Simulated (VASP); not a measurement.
Output of a VASP run:

OSZICAR:
```
       N       E                     dE             d eps       ncg     rms          rms(c)
DAV:   1     0.238690314189E+03    0.23869E+03   -0.16951E+04  3628   0.213E+03
DAV:   2    -0.183518618744E+02   -0.25704E+03   -0.24844E+03  3524   0.373E+02
DAV:   3    -0.320251975070E+02   -0.13673E+02   -0.13003E+02  3587   0.120E+02
DAV:   4    -0.322350549888E+02   -0.20986E+00   -0.20903E+00  3742   0.153E+01
DAV:   5    -0.322410209911E+02   -0.59660E-02   -0.59639E-02  4923   0.216E+00    0.248E+01
DAV:   6    -0.282089983495E+02    0.40320E+01   -0.38794E+01  3558   0.956E+01    0.118E+01
DAV:   7    -0.280520049899E+02    0.15699E+00   -0.54364E+00  3828   0.527E+01    0.134E+01
DAV:   8    -0.275967077754E+02    0.45530E+00   -0.35915E+00  3747   0.421E+01    0.606E+00
DAV:   9    -0.275013350286E+02    0.95373E-01   -0.56292E-01  4024   0.162E+01    0.316E+00
DAV:  10    -0.274692606787E+02    0.32074E-01   -0.68515E-02  4560   0.598E+00    0.971E-01
DAV:  11    -0.274666585328E+02    0.26021E-02   -0.11441E-02  5267   0.135E+00    0.491E-01
DAV:  12    -0.274657934941E+02    0.86504E-03   -0.17869E-03  6098   0.742E-01    0.126E-01
DAV:  13    -0.274658212761E+02   -0.27782E-04   -0.32476E-04  3647   0.310E-01    0.637E-02
DAV:  14    -0.274658118155E+02    0.94606E-05   -0.43241E-05  5296   0.104E-01    0.152E-02
DAV:  15    -0.274658127768E+02   -0.96131E-06   -0.69631E-06  3358   0.359E-02
   1 F= -.22553521E+02 E0= -.22553891E+02  d E =-.225535E+02  mag=     4.4581
```

File OUTCAR:
```
------------------------ aborting loop because EDIFF is reached ----------------------------------------
  FORCE on cell =-STRESS in cart. coord.  units (eV):
  Direction    XX          YY          ZZ          XY          YZ          ZX
  --------------------------------------------------------------------------------------
  Total        4.9241974      4.9241974      4.9241974      0.0000000      0.0000000      0.0000000
  in kB      200.4847240    200.4847240    200.4847240      0.0000000      0.0000000      0.0000000
  external PRESSURE =       0.4847240 kB  Pullay stress =     200.0000000 kB
  volume of cell :       39.35
      direct lattice vectors                 reciprocal lattice vectors
     3.401378153  0.000000000  0.000000000     0.293998478  0.000000000  0.000000000
     0.000000000  3.401378153  0.000000000     0.000000000  0.293998478  0.000000000
     0.000000000  0.000000000  3.401378153     0.000000000  0.000000000  0.293998478
 POSITION                                       TOTAL-FORCE (eV/Angst)
 -----------------------------------------------------------------------------------
      0.00000      0.00000      0.00000         0.000000      0.000000      0.000000
      0.00000      1.70069      1.70069         0.000000      0.000000      0.000000
      1.70069      0.00000      1.70069         0.000000      0.000000      0.000000
      1.70069      1.70069      0.00000         0.000000      0.000000      0.000000
 -----------------------------------------------------------------------------------
    total drift:                                0.000000      0.000000      0.000000
  FREE ENERGIE OF THE ION-ELECTRON SYSTEM (eV)
  ---------------------------------------------------
  free  energy   TOTEN  =       -27.4658127768 eV

  energy  without entropy=      -27.4669231522  energy(sigma->0) =      -27.46618290
  enthalpy is  TOTEN    =       -22.5535208637 eV   P V=        4.9122919131

 total charge

# of ion       s       p       d       tot
------------------------------------------
    1        0.529   0.614   6.230   7.373
    2        0.563   0.634   8.393   9.590
    3        0.563   0.634   8.393   9.590
    4        0.563   0.634   8.393   9.590
--------------------------------------------------
tot          2.219   2.516  31.409  36.144

 magnetization (x)

# of ion       s       p       d       tot
------------------------------------------
    1        0.008   0.001   2.711   2.720
    2       -0.015  -0.043   0.626   0.567
    3       -0.015  -0.043   0.626   0.567
    4       -0.015  -0.043   0.626   0.567
--------------------------------------------------
tot         -0.038  -0.129   4.588   4.422

 reached required accuracy - stopping structural energy minimisation
```
(Selected blocks of OUTCAR.)

POSCAR:
```
Ni3Fe
1
    3.4013781526     0.0000000000     0.0000000000
    0.0000000000     3.4013781526    -0.0000000000
    0.0000000000    -0.0000000000     3.4013781526
Fe Ni
1 3
Direct
  0.0000000000   0.0000000000   0.0000000000
  0.0000000000   0.5000000000   0.5000000000
  0.5000000000   0.0000000000   0.5000000000
  0.5000000000   0.5000000000   0.0000000000
```

Reconstruct the remaining input files.

This is not unique; one that fits is the input of the run itself, PBEsol GGA, plane waves, VASP's PBE PAW potentials (set 64).

**KPOINTS**
```
Automatic mesh
0
Gamma
9 9 9
0 0 0
```

INCAR:
```
LWAVE=F
ENCUT=500
SIGMA=0.1   # width (eV)
IBRION=2   # conjugate gradients
ISMEAR=1   # Methfessel-Paxton
PREC=Accurate
LMAXMIX=4   # l cut-off of mixed one-centre charges
ISPIN=2   # spin-polarised
ALGO=Normal   # blocked Davidson
PSTRESS=200   # kbar
MAGMOM=2.8 3*0.6
ISIF=3
EDIFFG=-0.02
EDIFF=1E-6
LCHARG=F
LASPH=T   # aspherical one-centre terms
NSW=40
LREAL=F
GGA=PS
SYSTEM=Ni3Fe
LORBIT=10
NELM=100
```

POTCAR, in this order: Fe Ni (PBE.64 set). Program: vasp_std.

The compound is Ni3Fe in the L1_2 structure. It was relaxed first under an external pressure of 20 GPa.
